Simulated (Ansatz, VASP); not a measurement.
## Mo5W: VASP beside Ansatz

File INCAR:

```
SYSTEM = Mo5W
PREC = Accurate ; ENCUT = 520
EDIFF = 1E-7 ; ISMEAR = 0
SIGMA = 0.1 ; LREAL = .False.
LASPH = .True. ; NELM = 60
ALGO = Fast ; ISIF = 2
LWAVE = .False. ; LCHARG = .True.
GGA = PE ; LELF = .True.
LVHAR = .True. ; NBANDS = 51
```

KPOINTS

```
Automatic mesh
0
Gamma
  6 6 2
  0 0 0
```

File POSCAR:

```
Mo5W
1.0
    1.5825322000     -2.2394753000      0.0000000000
    1.5825322000      2.2394753000      0.0000000000
    0.0000000000      0.0000000000     13.4262106000
Mo W
5 1
Direct
    0.0000000000      0.0000000000      0.8326270000
    0.5000000000      0.5000000000      0.6662410000
    0.0000000000      0.0000000000      0.5000000000
    0.5000000000      0.5000000000      0.3337590000
    0.0000000000      0.0000000000      0.1673730000
    0.5000000000      0.5000000000      0.0000000000
```

Input for Ansatz:

```yaml
crystal:
  lattice:
    - [1.5825322, -2.2394753, 0.0]
    - [1.5825322, 2.2394753, 0.0]
    - [0.0, 0.0, 13.4262106]
  atoms:
    - { symbol: Mo, position: [0.0, 0.0, 0.832627] }
    - { symbol: Mo, position: [0.5, 0.5, 0.666241] }
    - { symbol: Mo, position: [0.0, 0.0, 0.5] }
    - { symbol: Mo, position: [0.5, 0.5, 0.333759] }
    - { symbol: Mo, position: [0.0, 0.0, 0.167373] }
    - { symbol: W, position: [0.5, 0.5, 0.0] }
basis:
  ecutwfc: 420
kpoints:
  mp_grid: { grid: [6, 6, 2] }
hamiltonian:
  xc: pbe
scf:
  occupations: { method: gaussian, width: 0.1 }
  lower_state_search: "off"
output:
  forces: true
  stress: true
  eigenvalues: true
```

Alike in both runs: task single point; functional PBE; k mesh 6 × 6 × 2; occupations gaussian, width 0.1 eV; no spin polarisation.

|  | VASP | Ansatz |
| --- | --- | --- |
| version | VASP 6.6.1 | Ansatz 0.2.0 |
| potentials or method | VASP PAW PBE potentials, release 64 (Mo_sv, W_sv) | scalar-relativistic, plane waves, PAW |
| plane-wave cutoff (eV) | 520 | 420 |
| valence electrons in the cell | 84 | 84 |

```tsv
	VASP	Ansatz	Ansatz less VASP
gap on the k mesh at the Fermi level (eV)	none	none	-
pressure (GPa)	-0.2	-0.7	-0.51
largest component of the traceless stress (GPa)	1.54	1.54	-0.006
rms of the force components (eV/Å)	0.008	0.009	+0.0007
```

Atom by atom the forces differ by 0.001 eV/Å (rms over components). A gap of «none» marks a metal or a gap that the smearing closes.

Caveats: the k mesh is coarse (spacing up to 0.41 Å⁻¹), so the values aren't converged. Spin-orbit coupling is left out, which matters for the levels of W.
